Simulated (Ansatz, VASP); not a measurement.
# Zn17Cu47 (Cu0.73Zn0.27, face-centred cubic solid solution) in two plane-wave programs, part 2 of 2

Wanted: the spread between two codes on one cell, functional and k mesh. The cell is invented: As first built, before any earlier steps moved the atoms (in the runner's words): 2x2x4 conventional cells of the Cu type (64 atoms: 47 Cu, 17 Zn); Cu/Zn share their sites, the best of 600 random draws by like-pair counts in two shells; start lattice by linear mixing of the end members' cells; atoms moved at random by 0.02 A. It may not be a known or stable phase. The structure shown is the start of the Ansatz relaxation below; VASP solves that cell, so the two are compared at the walk's first step.

VASP 6.6.1 and Ansatz 0.2.0.

So far: The structure; Ansatz: relaxation, PBE.

### Step 3. VASP: single point, PBE, start cell

Level of this step: PBE; plane waves and PAW (Cu, Zn); invented cell (VASP).

The same cell, functional, mesh and smearing now go to VASP, with its own data sets.

Lines of VASP's logs that name or quote its potential files are left out, and so is its time.

File INCAR:

```
SYSTEM = Zn17Cu47
PREC = Accurate
ENCUT = 520
EDIFF = 1E-06
NELM = 120
ISMEAR = 1
SIGMA = 0.15
LREAL = Auto
ALGO = Normal
GGA = PE
NBANDS = 424
LASPH = .TRUE.
LORBIT = 11
LWAVE = .FALSE.
LCHARG = .FALSE.
ISIF = 2
ISYM = 0
GGA_COMPAT = .FALSE.
KPAR = 8
```

File POSCAR:

```
Zn17Cu47
1.0
    7.3998600000      0.0000000000      0.0000000000
    0.0000000000      7.3998600000      0.0000000000
    0.0000000000      0.0000000000     14.7997200000
Cu Zn
47 17
Direct
    0.9970864314      0.2514371894      0.1240226166
    0.2506533907      0.9993162033      0.1247929015
    0.9955323479      0.0006756885      0.2518223318
    0.9997351301      0.2485317290      0.3744124889
    0.2521263916      0.0011756979      0.3757098107
    0.2528426213      0.2518155749      0.2500317574
    0.0022162581      0.0007162298      0.4964215539
    0.2493290414      0.9966945321      0.6243901912
    0.0022432857      0.0059730860      0.7498993224
    0.0044325163      0.2479911782      0.8741787007
    0.2537345301      0.0000810826      0.8742732971
    0.2451803142      0.2517750336      0.7483182114
    0.0017838175      0.7469735914      0.1267186136
    0.2443019192      0.4973607609      0.1265091502
    0.0016757074      0.5020770663      0.2499912161
    0.0023649096      0.7556224037      0.3763179303
    0.0040946721      0.4955769433      0.5016175982
    0.0001621652      0.7518250345      0.6249577695
    0.2516939510      0.7477438762      0.4985905139
    0.0012838081      0.5018067909      0.7499466206
    0.9953701827      0.7552440181      0.8725367777
    0.2466668288      0.4965229072      0.8741314025
    0.2542345396      0.7538385861      0.7488790328
    0.4995770190      0.2471533245      0.1252185852
    0.7519196309      0.0061217374      0.1253469660
    0.7512034011      0.2514236756      0.9985797029
    0.4988607893      0.2483155087      0.3750679067
    0.7499736482      0.9980053677      0.3749124983
    0.7474871146      0.2468965629      0.2492479587
    0.5013743503      0.0002702754      0.4988202480
    0.5020770663      0.2508966386      0.6263767152
    0.7466898022      0.9987351112      0.6251672329
    0.7496493177      0.2492749863      0.5008608271
    0.5029554613      0.0025270748      0.7503385199
    0.5032933055      0.2497479682      0.8760300871
    0.7507709605      0.9988972764      0.8724083969
    0.4957526223      0.7483384821      0.1255226450
    0.7470276465      0.7561088994      0.9997216164
    0.4969148065      0.5023068004      0.2520115245
    0.5005229829      0.7487168676      0.3779193120
    0.7519061171      0.5021581489      0.3751625031
    0.7549332014      0.7479195552      0.2510993451
    0.5023203142      0.7459735725      0.6264780685
    0.7455546456      0.5006446068      0.6243901912
    0.7514061077      0.7482438857      0.4999216201
    0.4964958797      0.5021446352      0.7484668629
    0.7502033822      0.7424464787      0.7508317725
    0.9973972481      0.0015540835      0.0000608120
    0.2506939320      0.2481668572      0.0008513675
    0.9948161181      0.2522345017      0.6234104429
    0.2502750052      0.2485317290      0.5008202858
    0.0004459544      0.4974553573      0.0005270370
    0.2540453468      0.7478249589      0.0008986657
    0.2462073607      0.4968607514      0.3754800767
    0.2475046825      0.7525953194      0.2508898817
    0.2504236567      0.4962661456      0.6236199063
    0.5052528021      0.0018378726      0.9994378272
    0.5058474079      0.9951404486      0.2495385048
    0.7491628220      0.2503155465      0.7485479455
    0.5011851576      0.5018743598      0.9987824094
    0.7546088710      0.5015635431      0.1261375215
    0.5005770379      0.5026581584      0.5014689467
    0.4954688332      0.7520142273      0.8748611460
    0.7447167919      0.5007392032      0.8751381783
```

File KPOINTS:

```
Points of the shifted mesh
18
Reciprocal
 0.0000000000  0.0000000000  0.2500000000 1
 0.0000000000  0.0000000000  0.7500000000 1
 0.0000000000  0.3333333333  0.2500000000 1
 0.0000000000  0.3333333333  0.7500000000 1
 0.0000000000  0.6666666667  0.2500000000 1
 0.0000000000  0.6666666667  0.7500000000 1
 0.3333333333  0.0000000000  0.2500000000 1
 0.3333333333  0.0000000000  0.7500000000 1
 0.3333333333  0.3333333333  0.2500000000 1
 0.3333333333  0.3333333333  0.7500000000 1
 0.3333333333  0.6666666667  0.2500000000 1
 0.3333333333  0.6666666667  0.7500000000 1
 0.6666666667  0.0000000000  0.2500000000 1
 0.6666666667  0.0000000000  0.7500000000 1
 0.6666666667  0.3333333333  0.2500000000 1
 0.6666666667  0.3333333333  0.7500000000 1
 0.6666666667  0.6666666667  0.2500000000 1
 0.6666666667  0.6666666667  0.7500000000 1
```

PAW data sets: Cu and Zn (PBE family, release 64).

Launch:

```console
$ mpirun -np 8 vasp_std
```

Numbers of over 12 decimals in the logs are rounded to 6 here.

The program printed:

```text
[banner, memory and clock lines left out]
running    8 mpi-ranks, on    1 nodes
[...]
|                                                                             |
|           W    W    AA    RRRRR   N    N  II  N    N   GGGG   !!!           |
|           W    W   A  A   R    R  NN   N  II  NN   N  G    G  !!!           |
|           W    W  A    A  R    R  N N  N  II  N N  N  G       !!!           |
|           W WW W  AAAAAA  RRRRR   N  N N  II  N  N N  G  GGG   !            |
|           WW  WW  A    A  R   R   N   NN  II  N   NN  G    G                |
|           W    W  A    A  R    R  N    N  II  N    N   GGGG   !!!           |
|                                                                             |
|     For optimal performance we recommend to set                             |
|       NCORE = 2 up to number-of-cores-per-socket                            |
|     NCORE specifies how many cores store one orbital (NPAR=cpu/NCORE).      |
|     This setting can greatly improve the performance of VASP for DFT.       |
|     The default, NCORE=1 might be grossly inefficient on modern             |
|     multi-core architectures or massively parallel machines. Do your        |
|     Unfortunately you need to use the default for GW and RPA                |
|     calculations (for HF NCORE is supported but not extensively tested      |
|     yet).                                                                   |
|                                                                             |

 LDA part: xc-table for (Slater+PW92), standard interpolation
 POSCAR, INCAR and KPOINTS ok, starting setup
[...]
entering main loop
       N       E                     dE             d eps       ncg     rms          rms(c)
DAV:   1     0.830627467645E+04    0.83063E+04   -0.28662E+05 15264   0.296E+03
DAV:   2     0.157777574400E+04   -0.67285E+04   -0.65255E+04 15264   0.733E+02
DAV:   3    -0.851137657216E+02   -0.16629E+04   -0.15778E+04 15264   0.326E+02
DAV:   4    -0.236617712810E+03   -0.15150E+03   -0.14286E+03 17184   0.125E+02
[...]
DAV:  23    -0.196585524131E+03    0.20111E-05   -0.22009E-05 18960   0.319E-02    0.142E-02
DAV:  24    -0.196585524541E+03   -0.41042E-06   -0.11207E-05 13856   0.232E-02    0.128E-02
DAV:  25    -0.196585524596E+03   -0.54395E-07   -0.29762E-06  9792   0.115E-02
   1 F= -.19658552E+03 E0= -.19657318E+03  d E =-.370456E-01
```

From OUTCAR (step 3):

```text
  Total       -2.5667526     -3.2190355     -4.6366956      0.2124772     -0.0433382     -0.5680233
  in kB       -5.0745097     -6.3640831     -9.1668192      0.4200706     -0.0856804     -1.1229909
  external PRESSURE =      -6.8684707 kB  Pullay stress =       0.0000000 kB

 POSITION                                       TOTAL-FORCE (eV/Angst)
 -----------------------------------------------------------------------------------
      7.37830      1.86060      1.83550         0.139204     -0.168304      0.337953
      1.85480      7.39480      1.84690        -0.148372      0.115409      0.135900
      7.36680      0.00500      3.72690         0.142768      0.118652     -0.130634
      7.39790      1.83910      5.54120        -0.188579      0.013174     -0.121640
      1.86570      0.00870      5.56040        -0.040362      0.004758     -0.050494
      1.87100      1.86340      3.70040        -0.166746     -0.171929     -0.114636
      0.01640      0.00530      7.34690        -0.190009     -0.155602      0.263601
      1.84500      7.37540      9.24080         0.118917     -0.028238      0.045470
      0.01660      0.04420     11.09830        -0.019027     -0.340835     -0.071812
      0.03280      1.83510     12.93760        -0.103778      0.033518     -0.032655
      1.87760      0.00060     12.93900        -0.154576      0.086109     -0.144867
      1.81430      1.86310     11.07490         0.277782     -0.140649      0.197786
      0.01320      5.52750      1.87540        -0.119642      0.278405     -0.093385
      1.80780      3.68040      1.87230         0.305582     -0.045311      0.023305
[...]
-----------------------------------------------------------------------------------
    total drift:                               -0.015686      0.010119      0.000850

  FREE ENERGIE OF THE ION-ELECTRON SYSTEM (eV)
  ---------------------------------------------------
  free  energy   TOTEN  =      -196.5855245957 eV

  energy  without entropy=     -196.5484789559  energy(sigma->0) =     -196.57317605

[... 1 further part left out ...]
```

The run ends at a pressure of -0.69 GPa, with forces up to 0.79 eV/Å.

### Step 4. Differences

Known differences besides the potentials themselves: the data sets hold 1097 valence electrons in Ansatz (on its default PAW (the set named soft_2) files) and 721 in VASP; the cutoff is 420 eV in Ansatz and 520 eV in VASP (PREC = Accurate, projectors in real space). Total energies have different zeros and are not compared.

Forces on 9 of the 64 atoms, those with the largest forces and the largest differences (eV/Å; atoms numbered as in POSCAR):

| atom | Ansatz x, y, z | VASP x, y, z |
| --- | --- | --- |
| Cu17 | -0.403, 0.325, -0.191 | -0.410, 0.331, -0.194 |
| Cu19 | -0.124, 0.263, 0.162 | -0.128, 0.271, 0.165 |
| Cu35 | -0.228, -0.001, -0.243 | -0.232, -0.004, -0.250 |
| Zn51 | 0.114, -0.575, -0.211 | 0.115, -0.575, -0.211 |
| Zn53 | -0.476, 0.054, 0.064 | -0.480, 0.055, 0.061 |
| Zn56 | -0.044, 0.556, 0.554 | -0.044, 0.558, 0.561 |
| Zn60 | -0.099, -0.315, 0.373 | -0.099, -0.318, 0.377 |
| Zn62 | 0.541, -0.008, -0.195 | 0.540, -0.012, -0.200 |
| Zn63 | 0.097, 0.089, -0.555 | 0.099, 0.086, -0.551 |

The forces differ by 2.9 meV/Å r.m.s., which is 1.5 % of the r.m.s. force of 0.185 eV/Å (both taken over all components).

### Step 5. What came out

| Quantity | Value |
| --- | --- |
| r.m.s. force difference (single point, PBE, start cell) | 2.9 meV/Å |

In words: The r.m.s. force difference is 2.9 meV/Å (single point, PBE, start cell), within the 12 meV/Å picked in this series as the mark of a large difference. The data sets hold unlike numbers of valence electrons (1097 in Ansatz and 721 in VASP), so part of the differences comes from the potentials. VASP runs on this material, other cells of it included, that failed, so that no pair exists: single point, PBE (timeout). Such differences can come from data sets, numerical settings and the points named under the comparisons, not from the functional's error against experiment.

[Lines on the potential files, build, host, timing and source positions are cut from VASP's logs without a mark.]

[Logs are printed without paths, hosts, clocks, repeated set-up lines and the standing remarks that a program may print on its own settings, such as how far it seeks lower states.]

[Hosts, paths, dates, database ids (printed as entryN), source tags and the programs' standing remarks are cut or masked in the printed files.]
